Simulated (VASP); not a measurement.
Output of a VASP run:

### OSZICAR
```
       N       E                     dE             d eps       ncg     rms          rms(c)
DAV:   1     0.356165574373E+03    0.35617E+03   -0.16757E+04  1928   0.159E+03
DAV:   2    -0.345005216524E+01   -0.35962E+03   -0.35232E+03  1920   0.365E+02
DAV:   3    -0.313959614342E+02   -0.27946E+02   -0.27143E+02  2608   0.141E+02
DAV:   4    -0.321964515879E+02   -0.80049E+00   -0.79681E+00  2952   0.254E+01
DAV:   5    -0.322031801521E+02   -0.67286E-02   -0.67270E-02  2984   0.272E+00    0.180E+01
DAV:   6    -0.313538750130E+02    0.84931E+00   -0.80579E+01  2424   0.169E+02    0.126E+01
DAV:   7    -0.274186680921E+02    0.39352E+01   -0.17143E+01  2248   0.957E+01    0.266E+00
DAV:   8    -0.274928047169E+02   -0.74137E-01   -0.27366E+00  2856   0.364E+01    0.159E+00
DAV:   9    -0.275129270494E+02   -0.20122E-01   -0.47194E-01  2896   0.188E+01    0.163E+00
DAV:  10    -0.274631206886E+02    0.49806E-01   -0.12160E-01  2760   0.709E+00    0.590E-01
DAV:  11    -0.274579619949E+02    0.51587E-02   -0.30883E-02  3072   0.233E+00    0.146E-01
DAV:  12    -0.274579125047E+02    0.49490E-04   -0.41916E-03  3104   0.763E-01    0.439E-02
DAV:  13    -0.274580417368E+02   -0.12923E-03   -0.58104E-04  2704   0.481E-01    0.751E-02
DAV:  14    -0.274579211343E+02    0.12060E-03   -0.21280E-04  2432   0.321E-01    0.307E-02
DAV:  15    -0.274579054881E+02    0.15646E-04   -0.11909E-04  3224   0.139E-01    0.636E-03
DAV:  16    -0.274579056041E+02   -0.11597E-06   -0.94650E-06  2672   0.264E-02
   1 F= -.27457906E+02 E0= -.27392489E+02  d E =-.130832E+00
```

**OUTCAR**
```
------------------------ aborting loop because EDIFF is reached ----------------------------------------
  FORCE on cell =-STRESS in cart. coord.  units (eV):
  Direction    XX          YY          ZZ          XY          YZ          ZX
  --------------------------------------------------------------------------------------
  Total       -2.8598233     -2.8598233     -3.1274449      0.0000000      0.0000000      0.0000000
  in kB      -53.7399420    -53.7399420    -58.7689136      0.0000000      0.0000000      0.0000000
  external PRESSURE =     -55.4162659 kB  Pullay stress =       0.0000000 kB
  volume of cell :       85.26
      direct lattice vectors                 reciprocal lattice vectors
     3.788000000  0.000000000  0.000000000     0.263991552  0.000000000  0.000000000
     0.000000000  3.788000000  0.000000000     0.000000000  0.263991552  0.000000000
     0.000000000  0.000000000  5.942000000     0.000000000  0.000000000  0.168293504
 POSITION                                       TOTAL-FORCE (eV/Angst)
 -----------------------------------------------------------------------------------
      0.00000      1.89400      4.21288         0.000000      0.000000      0.233534
      1.89400      0.00000      1.72912         0.000000      0.000000     -0.233534
      0.00000      0.00000      0.00000         0.000000     -0.000000      0.000000
      1.89400      1.89400      0.00000         0.000000      0.000000      0.000000
      0.00000      1.89400      1.80043         0.000000     -0.000000     -0.215297
      1.89400      0.00000      4.14157        -0.000000     -0.000000      0.215297
 -----------------------------------------------------------------------------------
    total drift:                                0.000000     -0.000000     -0.000000
  FREE ENERGIE OF THE ION-ELECTRON SYSTEM (eV)
  ---------------------------------------------------
  free  energy   TOTEN  =       -27.4579056041 eV

  energy  without entropy=      -27.3270731080  energy(sigma->0) =      -27.39248936
```
(Selected blocks of OUTCAR.)

POSCAR:
```
Cu2As
1
    3.7880000000     0.0000000000     0.0000000000
    0.0000000000     3.7880000000     0.0000000000
    0.0000000000     0.0000000000     5.9420000000
As Cu
2 4
Direct
  0.0000000000   0.5000000000   0.7090000000
  0.5000000000   0.0000000000   0.2910000000
  0.0000000000   0.0000000000   0.0000000000
  0.5000000000   0.5000000000   0.0000000000
  0.0000000000   0.5000000000   0.3030000000
  0.5000000000   0.0000000000   0.6970000000
```

### Question
Reconstruct the remaining input files.

### Answer
This is not unique; one that fits is the input of the run itself, PBEsol GGA, plane waves, VASP's PBE PAW potentials (set 64).

INCAR:
```
SYSTEM = Cu2As
PREC = Accurate
ENCUT = 300
EDIFF = 1E-6
NELM = 100
ALGO = Normal
LREAL = .FALSE.
LASPH = .TRUE.
ISMEAR = -1
SIGMA = 0.136
GGA = PS
LMAXMIX = 4
LWAVE = .FALSE.
LCHARG = .FALSE.
ISIF = 2
```

File KPOINTS:
```
Automatic mesh
0
Gamma
7 7 5
0 0 0
```

POTCAR, in this order: As Cu (PBE.64 set). Program: vasp_std.

At this cut-off the stress carries a Pulay error, which pulls relaxed volumes low.

The structure comes from a measured Cu2As entry of the Crystallography Open Database, whose conditions weren't checked. The cell was not relaxed at this level.
